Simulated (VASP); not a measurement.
Computed with LDA (Ceperley-Alder, Perdew-Zunger), VASP's LDA PAW potentials (set 64) (plane waves; VASP).

VASP ran on this input.

**INCAR**
```
SYSTEM = Ni3Si
PREC = Accurate
ENCUT = 520
EDIFF = 1E-7
NELM = 100
ALGO = Normal
LREAL = .FALSE.
LASPH = .TRUE.
ISMEAR = 1
SIGMA = 0.1
LMAXMIX = 4
LWAVE = .FALSE.
LCHARG = .FALSE.
ISIF = 2
```

POSCAR:
```
Ni3Si
3.358970
  1.0000001220   0.0000000000   0.0000000000
  0.0000000000   1.0000001220   0.0000000000
  0.0000000000   0.0000000000   1.0000001220
Si Ni
1 3
Cartesian
  0.0000000000   0.0000000000   0.0000000000
  0.0000000000   0.5000000610   0.5000000610
  0.5000000610   0.0000000000   0.5000000610
  0.5000000610   0.5000000610   0.0000000000
```

File KPOINTS:
```
Regular mesh
0
G
  9 9 9
0 0 0
```

POTCAR, in this order: Si Ni (LDA.64 set). Program: vasp_std.

The resulting files:

### OUTCAR
```
 ion  position               nearest neighbor table
   1  0.000  0.000  0.000-   2 2.38   3 2.38   4 2.38   2 2.38   3 2.38   2 2.38   4 2.38   2 2.38
                             3 2.38   4 2.38   3 2.38   4 2.38
   2  0.000  0.500  0.500-   1 2.38   3 2.38   4 2.38   1 2.38   4 2.38   1 2.38   3 2.38   1 2.38
                             3 2.38   4 2.38   4 2.38   3 2.38
   3  0.500  0.000  0.500-   1 2.38   2 2.38   4 2.38   1 2.38   4 2.38   2 2.38   4 2.38   4 2.38
                             1 2.38   2 2.38   1 2.38   2 2.38
   4  0.500  0.500  0.000-   1 2.38   2 2.38   3 2.38   2 2.38   3 2.38   1 2.38   3 2.38   3 2.38
                             1 2.38   2 2.38   2 2.38   1 2.38
  LATTYP: Found a simple cubic cell.
 ALAT       =     3.3589704097
 Subroutine PRICEL returns:
 Original cell was already a primitive cell.
 Subroutine GETGRP returns: Found 48 space group operations
The static configuration has the point symmetry O_h .
The dynamic configuration has the point symmetry O_h .
 Subroutine INISYM returns: Found 48 space group operations
 Subroutine IBZKPT returns following result:
 Found     35 irreducible k-points:

 Following reciprocal coordinates:
            Coordinates               Weight
  0.000000  0.000000  0.000000      1.000000
  0.111111  0.000000  0.000000      6.000000
  0.222222  0.000000  0.000000      6.000000
  0.333333  0.000000  0.000000      6.000000
  0.444444  0.000000  0.000000      6.000000
  0.111111  0.111111  0.000000     12.000000
  0.222222  0.111111  0.000000     24.000000
  0.333333  0.111111  0.000000     24.000000
  0.444444  0.111111  0.000000     24.000000
  0.222222  0.222222  0.000000     12.000000
  0.333333  0.222222  0.000000     24.000000
  0.444444  0.222222  0.000000     24.000000
  0.333333  0.333333  0.000000     12.000000
  0.444444  0.333333  0.000000     24.000000
  0.444444  0.444444  0.000000     12.000000
  0.111111  0.111111  0.111111      8.000000
  0.222222  0.111111  0.111111     24.000000
  0.333333  0.111111  0.111111     24.000000
...
```

### OSZICAR
```
       N       E                     dE             d eps       ncg     rms          rms(c)
DAV:   1     0.207907934442E+03    0.20791E+03   -0.15828E+04  1470   0.225E+03
DAV:   2    -0.200570501497E+02   -0.22796E+03   -0.21961E+03  1470   0.386E+02
DAV:   3    -0.314982294938E+02   -0.11441E+02   -0.11088E+02  1575   0.118E+02
DAV:   4    -0.317597097751E+02   -0.26148E+00   -0.26028E+00  1750   0.157E+01
DAV:   5    -0.317696877973E+02   -0.99780E-02   -0.99713E-02  1801   0.293E+00    0.230E+01
DAV:   6    -0.305755247480E+02    0.11942E+01   -0.49957E+01  1686   0.122E+02    0.146E+01
DAV:   7    -0.279208126821E+02    0.26547E+01   -0.14169E+01  1623   0.661E+01    0.548E+00
DAV:   8    -0.278119726611E+02    0.10884E+00   -0.58526E-01  1714   0.737E+00    0.152E+00
DAV:   9    -0.277944665048E+02    0.17506E-01   -0.29432E-02  2062   0.244E+00    0.586E-01
DAV:  10    -0.277919236881E+02    0.25428E-02   -0.35894E-03  2002   0.499E-01    0.233E-01
DAV:  11    -0.277914956386E+02    0.42805E-03   -0.67096E-04  2270   0.339E-01    0.629E-02
DAV:  12    -0.277914884018E+02    0.72367E-05   -0.11144E-04  1702   0.139E-01    0.172E-02
DAV:  13    -0.277914878824E+02    0.51948E-06   -0.76609E-06  1794   0.223E-02    0.871E-03
DAV:  14    -0.277914878216E+02    0.60774E-07   -0.39780E-07  1549   0.670E-03
   1 F= -.27791488E+02 E0= -.27791752E+02  d E =0.792287E-03
```

File OUTCAR:
```
------------------------ aborting loop because EDIFF is reached ----------------------------------------
  FORCE on cell =-STRESS in cart. coord.  units (eV):
  Direction    XX          YY          ZZ          XY          YZ          ZX
  --------------------------------------------------------------------------------------
  Total        4.3494521      4.3494521      4.3494521     -0.0000000     -0.0000000      0.0000000
  in kB      183.8766574    183.8766574    183.8766574     -0.0000000     -0.0000000      0.0000000
  external PRESSURE =     183.8766574 kB  Pullay stress =       0.0000000 kB
  volume of cell :       37.90
      direct lattice vectors                 reciprocal lattice vectors
     3.358970410  0.000000000  0.000000000     0.297710274  0.000000000  0.000000000
     0.000000000  3.358970410  0.000000000     0.000000000  0.297710274  0.000000000
     0.000000000  0.000000000  3.358970410     0.000000000  0.000000000  0.297710274
 POSITION                                       TOTAL-FORCE (eV/Angst)
 -----------------------------------------------------------------------------------
      0.00000      0.00000      0.00000         0.000000      0.000000      0.000000
      0.00000      1.67949      1.67949         0.000000      0.000000      0.000000
      1.67949      0.00000      1.67949         0.000000      0.000000      0.000000
      1.67949      1.67949      0.00000         0.000000      0.000000      0.000000
 -----------------------------------------------------------------------------------
    total drift:                                0.000000      0.000000      0.000000
  FREE ENERGIE OF THE ION-ELECTRON SYSTEM (eV)
  ---------------------------------------------------
  free  energy   TOTEN  =       -27.7914878216 eV

  energy  without entropy=      -27.7922801087  energy(sigma->0) =      -27.79175192
```
(Selected blocks of OUTCAR.)

The compound is Ni3Si in the L1_2 structure. This cell is one point of a volume scan, at 0.94 of the reference volume. The run is not spin-polarised, so no magnetic state was tried.
